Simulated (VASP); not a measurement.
Computed with LDA (Ceperley-Alder, Perdew-Zunger), VASP's LDA PAW potentials (set 64) (plane waves; VASP).

VASP ran on this input.

KPOINTS:
```
Automatic mesh
0
Gamma
 6 6 3
0 0 0
```

### POSCAR
```
HgPPt5
1
    3.9390400000     0.0000000000     0.0000000000
    0.0000000000     3.9390400000     0.0000000000
    0.0000000000     0.0000000000     7.2098400000
Hg P Pt
1 1 5
Direct
  0.5000000000   0.5000000000   0.0000000000
  0.0000000000   0.0000000000   0.5000000000
  0.0000000000   0.5000000000   0.3030700000
  0.0000000000   0.5000000000   0.6969300000
  0.5000000000   0.0000000000   0.3030700000
  0.5000000000   0.0000000000   0.6969300000
  0.0000000000   0.0000000000   0.0000000000
```

**INCAR**
```
ALGO=Normal
EDIFF=1E-8
ENCUT=300
IBRION=8
ISIF=2
ISMEAR=-1
LASPH=.TRUE.
LCHARG=.FALSE.
LEPSILON=.FALSE.
LMAXMIX=6
LREAL=.FALSE.
LWAVE=.FALSE.
NELM=100
NSW=1
PREC=Accurate
SIGMA=0.136
SYSTEM=HgPPt5
```

POTCAR, in this order: Hg P Pt (LDA.64 set). Program: vasp_std.

What VASP printed:

**OSZICAR**
```
...
RMM:  12    -0.581407722661E-01    0.25480E-07    0.25708E-08  2654   0.141E-05    0.596E-06
RMM:  13    -0.581407648161E-01    0.74500E-08   -0.36959E-08  2468   0.496E-06    0.212E-06
 Linear response progress:
  Degree of freedom:   5/  9
       N       E                     dE             d eps       ncg     rms          rms(c)
RMM:   1    -0.264544285485E+00   -0.26454E+00   -0.29051E-01  5244   0.241E+00
RMM:   2    -0.256789704590E+00    0.77546E-02   -0.53434E-03  4801   0.329E-01    0.140E-01
RMM:   3    -0.256583650862E+00    0.20605E-03   -0.42171E-04  4858   0.825E-02    0.783E-02
RMM:   4    -0.256701758950E+00   -0.11811E-03   -0.37897E-04  4957   0.734E-02    0.184E-02
RMM:   5    -0.256730147673E+00   -0.28389E-04   -0.25294E-05  4897   0.210E-02    0.522E-03
RMM:   6    -0.256725610895E+00    0.45368E-05   -0.16698E-06  5017   0.505E-03    0.198E-03
RMM:   7    -0.256718605620E+00    0.70053E-05   -0.19805E-07  5081   0.171E-03    0.115E-03
RMM:   8    -0.256709911084E+00    0.86945E-05   -0.36380E-08  5071   0.761E-04    0.377E-04
RMM:   9    -0.256707627558E+00    0.22835E-05   -0.25361E-08  5088   0.306E-04    0.162E-04
RMM:  10    -0.256705823980E+00    0.18036E-05   -0.13987E-07  5124   0.148E-04    0.472E-05
RMM:  11    -0.256705760957E+00    0.63022E-07   -0.45127E-07  5139   0.572E-05    0.200E-05
RMM:  12    -0.256705760794E+00    0.16371E-09   -0.11633E-07  5144   0.318E-05    0.907E-06
RMM:  13    -0.256705739502E+00    0.21291E-07   -0.14585E-07  4938   0.157E-05    0.284E-06
RMM:  14    -0.256705729387E+00    0.10115E-07   -0.28749E-08  4945   0.376E-06    0.136E-06
RMM:  15    -0.256705736685E+00   -0.72974E-08   -0.72237E-09  3479   0.155E-06    0.297E-07
 Linear response progress:
  Degree of freedom:   6/  9
       N       E                     dE             d eps       ncg     rms          rms(c)
RMM:   1    -0.265162506840E+00   -0.26516E+00   -0.29859E-01  5335   0.241E+00
RMM:   2    -0.253805568740E+00    0.11357E-01   -0.65717E-03  4813   0.342E-01    0.164E-01
RMM:   3    -0.253896965518E+00   -0.91397E-04   -0.20061E-04  5021   0.582E-02    0.965E-02
RMM:   4    -0.254179663418E+00   -0.28270E-03   -0.15692E-04  5033   0.498E-02    0.107E-02
RMM:   5    -0.254170753466E+00    0.89100E-05   -0.51633E-06  5077   0.987E-03    0.524E-03
RMM:   6    -0.254168818356E+00    0.19351E-05   -0.10380E-06  5078   0.365E-03    0.255E-03
RMM:   7    -0.254166870636E+00    0.19477E-05   -0.13963E-07  5029   0.185E-03    0.631E-04
RMM:   8    -0.254163860079E+00    0.30106E-05   -0.21122E-08  5136   0.514E-04    0.266E-04
RMM:   9    -0.254162727913E+00    0.11322E-05   -0.29608E-08  5131   0.194E-04    0.152E-04
RMM:  10    -0.254161800396E+00    0.92752E-06   -0.15980E-07  5096   0.998E-05    0.332E-05
RMM:  11    -0.254161771632E+00    0.28764E-07   -0.31167E-07  5266   0.335E-05    0.164E-05
RMM:  12    -0.254161768458E+00    0.31741E-08   -0.11882E-07  5154   0.159E-05    0.723E-06
RMM:  13    -0.254161757708E+00    0.10750E-07   -0.60354E-08  5159   0.699E-06    0.185E-06
RMM:  14    -0.254161755897E+00    0.18111E-08   -0.20602E-08  4557   0.241E-06    0.999E-07
 Linear response progress:
  Degree of freedom:   7/  9
       N       E                     dE             d eps       ncg     rms          rms(c)
RMM:   1    -0.279996784073E+00   -0.28000E+00   -0.29692E-01  4224   0.242E+00
RMM:   2    -0.270705510286E+00    0.92913E-02   -0.60158E-03  3844   0.348E-01    0.203E-01
RMM:   3    -0.270680027889E+00    0.25482E-04   -0.63790E-04  3936   0.102E-01    0.144E-01
RMM:   4    -0.270717843806E+00   -0.37816E-04   -0.31129E-04  3931   0.708E-02    0.801E-02
RMM:   5    -0.270868638210E+00   -0.15079E-03   -0.14244E-04  3933   0.487E-02    0.162E-02
RMM:   6    -0.270872524292E+00   -0.38861E-05   -0.94110E-06  4012   0.132E-02    0.923E-03
RMM:   7    -0.270865154072E+00    0.73702E-05   -0.32613E-06  3953   0.732E-03    0.320E-03
RMM:   8    -0.270857700440E+00    0.74536E-05   -0.34825E-07  4026   0.250E-03    0.150E-03
RMM:   9    -0.270854483715E+00    0.32167E-05   -0.11522E-07  4036   0.110E-03    0.649E-04
RMM:  10    -0.270849425452E+00    0.50583E-05   -0.12952E-07  4014   0.493E-04    0.189E-04
RMM:  11    -0.270848295086E+00    0.11304E-05   -0.57087E-07  3989   0.207E-04    0.793E-05
RMM:  12    -0.270848062284E+00    0.23280E-06   -0.83803E-07  4121   0.737E-05    0.384E-05
RMM:  13    -0.270848070536E+00   -0.82516E-08   -0.15090E-07  3992   0.442E-05    0.108E-05
RMM:  14    -0.270848057329E+00    0.13206E-07   -0.24951E-07  4421   0.145E-05    0.384E-06
RMM:  15    -0.270848044010E+00    0.13319E-07   -0.19204E-08  3848   0.569E-06    0.146E-06
RMM:  16    -0.270848047185E+00   -0.31752E-08   -0.20147E-08  2869   0.150E-06    0.381E-07
 Linear response progress:
  Degree of freedom:   8/  9
       N       E                     dE             d eps       ncg     rms          rms(c)
RMM:   1    -0.263588752342E+00   -0.26359E+00   -0.27688E-01  4318   0.215E+00
RMM:   2    -0.256940675677E+00    0.66481E-02   -0.57028E-03  3863   0.325E-01    0.101E-01
RMM:   3    -0.257050586206E+00   -0.10991E-03   -0.16859E-04  3940   0.517E-02    0.575E-02
RMM:   4    -0.257255621849E+00   -0.20504E-03   -0.16445E-04  3954   0.480E-02    0.101E-02
RMM:   5    -0.257250658437E+00    0.49634E-05   -0.98310E-06  3887   0.129E-02    0.346E-03
RMM:   6    -0.257255224096E+00   -0.45657E-05   -0.36963E-07  4020   0.244E-03    0.112E-03
RMM:   7    -0.257252595863E+00    0.26282E-05   -0.49919E-08  4006   0.962E-04    0.614E-04
RMM:   8    -0.257245380484E+00    0.72154E-05   -0.29152E-08  4025   0.527E-04    0.158E-04
RMM:   9    -0.257245046633E+00    0.33385E-06   -0.20119E-08  3986   0.178E-04    0.731E-05
RMM:  10    -0.257244529221E+00    0.51741E-06   -0.14880E-07  4048   0.979E-05    0.353E-05
RMM:  11    -0.257244290520E+00    0.23870E-06   -0.42464E-07  3919   0.433E-05    0.919E-06
RMM:  12    -0.257244321669E+00   -0.31149E-07   -0.56578E-08  4168   0.154E-05    0.268E-06
RMM:  13    -0.257244315663E+00    0.60059E-08   -0.51667E-08  3549   0.502E-06    0.109E-06
 Linear response progress:
  Degree of freedom:   9/  9
       N       E                     dE             d eps       ncg     rms          rms(c)
RMM:   1    -0.276131232486E+00   -0.27613E+00   -0.26734E-01  2792   0.216E+00
RMM:   2    -0.269784957374E+00    0.63463E-02   -0.42642E-03  2418   0.292E-01    0.145E-01
RMM:   3    -0.269827804917E+00   -0.42848E-04   -0.16354E-04  2463   0.515E-02    0.913E-02
RMM:   4    -0.269946350010E+00   -0.11855E-03   -0.15416E-04  2474   0.448E-02    0.266E-02
RMM:   5    -0.269959369094E+00   -0.13019E-04   -0.32422E-05  2440   0.233E-02    0.920E-03
RMM:   6    -0.269950133525E+00    0.92356E-05   -0.63751E-06  2412   0.940E-03    0.177E-03
RMM:   7    -0.269946506488E+00    0.36270E-05   -0.21310E-07  2487   0.203E-03    0.700E-04
RMM:   8    -0.269940709799E+00    0.57967E-05   -0.57593E-08  2504   0.656E-04    0.204E-04
RMM:   9    -0.269940080137E+00    0.62966E-06   -0.62233E-08  2499   0.237E-04    0.906E-05
RMM:  10    -0.269939714725E+00    0.36541E-06   -0.74282E-08  2542   0.752E-05    0.545E-05
RMM:  11    -0.269939535508E+00    0.17922E-06   -0.30859E-07  2461   0.650E-05    0.118E-05
RMM:  12    -0.269939554694E+00   -0.19186E-07   -0.35183E-07  2648   0.206E-05    0.422E-06
RMM:  13    -0.269939540957E+00    0.13738E-07   -0.32013E-08  2264   0.519E-06    0.236E-06
RMM:  14    -0.269939546381E+00   -0.54242E-08   -0.11752E-08  2085   0.207E-06    0.290E-07
 Linear response finished
```

### OUTCAR
```
------------------------ aborting loop because EDIFF is reached ----------------------------------------

   1 f  =    9.658202 THz    60.684270 2PiTHz  322.162927 cm-1    39.943094 meV
             X         Y         Z           dx          dy          dz
      1.969520  1.969520  0.000000     0.000000    0.000000   -0.043131
      0.000000  0.000000  3.604920     0.000000    0.000000    0.986586
      0.000000  1.969520  2.185086    -0.000000    0.000000   -0.073644
      0.000000  1.969520  5.024754    -0.000000    0.000000   -0.073644
      1.969520  0.000000  2.185086     0.000000   -0.000000   -0.073644
      1.969520  0.000000  5.024754     0.000000   -0.000000   -0.073644
      0.000000  0.000000  0.000000    -0.000000   -0.000000   -0.055629

   2 f  =    7.861816 THz    49.397250 2PiTHz  262.241969 cm-1    32.513846 meV
             X         Y         Z           dx          dy          dz
      1.969520  1.969520  0.000000    -0.019703    0.002277    0.000000
      0.000000  0.000000  3.604920     0.905293   -0.104612    0.000000
      0.000000  1.969520  2.185086     0.098839    0.031362   -0.000000
      0.000000  1.969520  5.024754     0.098839    0.031362    0.000000
      1.969520  0.000000  2.185086    -0.271403   -0.011421    0.000000
      1.969520  0.000000  5.024754    -0.271403   -0.011421    0.000000
      0.000000  0.000000  0.000000     0.004652   -0.000538    0.000000

   3 f  =    7.861816 THz    49.397250 2PiTHz  262.241969 cm-1    32.513846 meV
             X         Y         Z           dx          dy          dz
      1.969520  1.969520  0.000000     0.002277    0.019703   -0.000000
      0.000000  0.000000  3.604920    -0.104612   -0.905293   -0.000000
      0.000000  1.969520  2.185086    -0.011421    0.271403   -0.000000
      0.000000  1.969520  5.024754    -0.011421    0.271403   -0.000000
      1.969520  0.000000  2.185086     0.031362   -0.098839    0.000000
      1.969520  0.000000  5.024754     0.031362   -0.098839   -0.000000
      0.000000  0.000000  0.000000    -0.000538   -0.004652    0.000000

   4 f  =    4.486113 THz    28.187078 2PiTHz  149.640615 cm-1    18.553063 meV
             X         Y         Z           dx          dy          dz
      1.969520  1.969520  0.000000     0.187601    0.599899    0.000000
      0.000000  0.000000  3.604920     0.060674    0.194019   -0.000000
      0.000000  1.969520  2.185086    -0.085488    0.197674   -0.000000
      0.000000  1.969520  5.024754    -0.085488    0.197674    0.000000
      1.969520  0.000000  2.185086     0.061817   -0.273368   -0.000000
      1.969520  0.000000  5.024754     0.061817   -0.273368    0.000000
      0.000000  0.000000  0.000000    -0.167177   -0.534589    0.000000

   5 f  =    4.486113 THz    28.187078 2PiTHz  149.640615 cm-1    18.553063 meV
             X         Y         Z           dx          dy          dz
      1.969520  1.969520  0.000000    -0.599899    0.187601   -0.000000
      0.000000  0.000000  3.604920    -0.194019    0.060674    0.000000
      0.000000  1.969520  2.185086     0.273368    0.061817   -0.000000
      0.000000  1.969520  5.024754     0.273368    0.061817    0.000000
      1.969520  0.000000  2.185086    -0.197674   -0.085488   -0.000000
      1.969520  0.000000  5.024754    -0.197674   -0.085488    0.000000
      0.000000  0.000000  0.000000     0.534589   -0.167177   -0.000000

   6 f  =    4.469494 THz    28.082659 2PiTHz  149.086272 cm-1    18.484334 meV
             X         Y         Z           dx          dy          dz
      1.969520  1.969520  0.000000    -0.000000    0.000000   -0.000000
      0.000000  0.000000  3.604920    -0.000000    0.000000   -0.000000
      0.000000  1.969520  2.185086     0.340603    0.362651    0.000000
      0.000000  1.969520  5.024754    -0.340603   -0.362651   -0.000000
      1.969520  0.000000  2.185086    -0.390238   -0.316525    0.000000
      1.969520  0.000000  5.024754     0.390238    0.316525   -0.000000
      0.000000  0.000000  0.000000     0.000000   -0.000000   -0.000000

   7 f  =    4.469494 THz    28.082659 2PiTHz  149.086272 cm-1    18.484334 meV
             X         Y         Z           dx          dy          dz
      1.969520  1.969520  0.000000     0.000000   -0.000000    0.000000
      0.000000  0.000000  3.604920     0.000000   -0.000000    0.000000
      0.000000  1.969520  2.185086    -0.316525    0.390238    0.000000
      0.000000  1.969520  5.024754     0.316525   -0.390238   -0.000000
      1.969520  0.000000  2.185086     0.362651   -0.340603   -0.000000
      1.969520  0.000000  5.024754    -0.362651    0.340603    0.000000
      0.000000  0.000000  0.000000    -0.000000    0.000000    0.000000

   8 f  =    3.910970 THz    24.573347 2PiTHz  130.455907 cm-1    16.174464 meV
             X         Y         Z           dx          dy          dz
      1.969520  1.969520  0.000000    -0.000000   -0.000000   -0.000000
      0.000000  0.000000  3.604920     0.000000    0.000000    0.000000
      0.000000  1.969520  2.185086    -0.000000    0.000000   -0.500000
      0.000000  1.969520  5.024754    -0.000000    0.000000    0.500000
      1.969520  0.000000  2.185086     0.000000   -0.000000   -0.500000
      1.969520  0.000000  5.024754     0.000000   -0.000000    0.500000
      0.000000  0.000000  0.000000     0.000000    0.000000   -0.000000

   9 f  =    3.838292 THz    24.116700 2PiTHz  128.031642 cm-1    15.873893 meV
             X         Y         Z           dx          dy          dz
      1.969520  1.969520  0.000000     0.000000    0.000000    0.656477
      0.000000  0.000000  3.604920    -0.000000   -0.000000   -0.029060
      0.000000  1.969520  2.185086     0.000000   -0.000000   -0.286107
      0.000000  1.969520  5.024754     0.000000   -0.000000   -0.286107
      1.969520  0.000000  2.185086    -0.000000    0.000000   -0.286107
      1.969520  0.000000  5.024754    -0.000000    0.000000   -0.286107
      0.000000  0.000000  0.000000    -0.000000   -0.000000    0.490676

  10 f  =    3.714776 THz    23.340627 2PiTHz  123.911597 cm-1    15.363073 meV
             X         Y         Z           dx          dy          dz
      1.969520  1.969520  0.000000     0.086610   -0.351068    0.000000
      0.000000  0.000000  3.604920    -0.070866    0.287251    0.000000
      0.000000  1.969520  2.185086     0.102981    0.343155    0.000000
      0.000000  1.969520  5.024754     0.102981    0.343155   -0.000000
      1.969520  0.000000  2.185086    -0.084658   -0.417426   -0.000000
      1.969520  0.000000  5.024754    -0.084658   -0.417426   -0.000000
      0.000000  0.000000  0.000000    -0.096457    0.390981    0.000000

  11 f  =    3.714776 THz    23.340627 2PiTHz  123.911597 cm-1    15.363073 meV
             X         Y         Z           dx          dy          dz
      1.969520  1.969520  0.000000     0.351068    0.086610   -0.000000
      0.000000  0.000000  3.604920    -0.287251   -0.070866    0.000000
      0.000000  1.969520  2.185086     0.417426   -0.084658   -0.000000
      0.000000  1.969520  5.024754     0.417426   -0.084658    0.000000
      1.969520  0.000000  2.185086    -0.343155    0.102981   -0.000000
      1.969520  0.000000  5.024754    -0.343155    0.102981    0.000000
...
```
(Selected blocks of OUTCAR.)

File OUTCAR:
```
 val. band max:        9.1226139974   @ k =   0.3333   0.1667   0.3333

 cond. band min:       9.1362014157   @ k =   0.3333   0.3333   0.0000


 Fermi energy:         9.1279095067

 k-point     1 :       0.0000    0.0000    0.0000
  band No.  band energies     occupation
      1      -4.3013      2.00000
      2       0.3817      2.00000
      3       0.4927      2.00000
      4       1.3761      2.00000
      5       1.5906      2.00000
      6       1.6766      2.00000
      7       1.9803      2.00000
      8       1.9803      2.00000
      9       2.5596      2.00000
     10       2.5596      2.00000
     11       3.5117      2.00000
     12       3.6558      2.00000
     13       3.7112      2.00000
     14       3.9319      2.00000
     15       4.7489      2.00000
     16       5.2661      2.00000
     17       5.2661      2.00000
     18       5.3272      2.00000
     19       6.5766      2.00000
     20       6.5766      2.00000
     21       6.7864      2.00000
     22       6.8167      2.00000
     23       7.3372      2.00000
     24       7.6236      1.99997
     25       7.6236      1.99997
     26       8.1436      1.99856
     27       8.1962      1.99789
     28       8.2093      1.99767
     29       8.2093      1.99767
     30       8.2452      1.99697
     31       8.3695      1.99246
     32       9.0565      1.25663
     33       9.0565      1.25663
     34       9.6066      0.05752
     35       9.6572      0.04001
     36      11.4035      0.00000
     37      11.7852      0.00000
     38      13.9981      0.00000
     39      14.7275      0.00000
     40      14.7275      0.00000

 k-point     2 :       0.1667    0.0000    0.0000
  band No.  band energies     occupation
      1      -4.1399      2.00000
      2       0.6877      2.00000
      3       0.6893      2.00000
      4       1.5126      2.00000
      5       1.7106      2.00000
      6       1.7618      2.00000
      7       1.9778      2.00000
      8       2.0225      2.00000
...
```

Unless said otherwise, spin-orbit coupling is left out, though it shifts the bands of the heavy elements here.

The structure comes from a computed database's HgPPt5 entry (P4/mmm); how it stands against other phases isn't given here. The cell was not relaxed at this level. The run is one of a series of settings (EDIFF = 1E-8, GGA removed, IBRION = 8, LEPSILON = .FALSE., NSW = 1, POTCAR Hg P Pt (LDA.64 set) against the base run), some of them coarse on purpose. The electron count is odd and the run is not spin-polarised, which forces a metal.
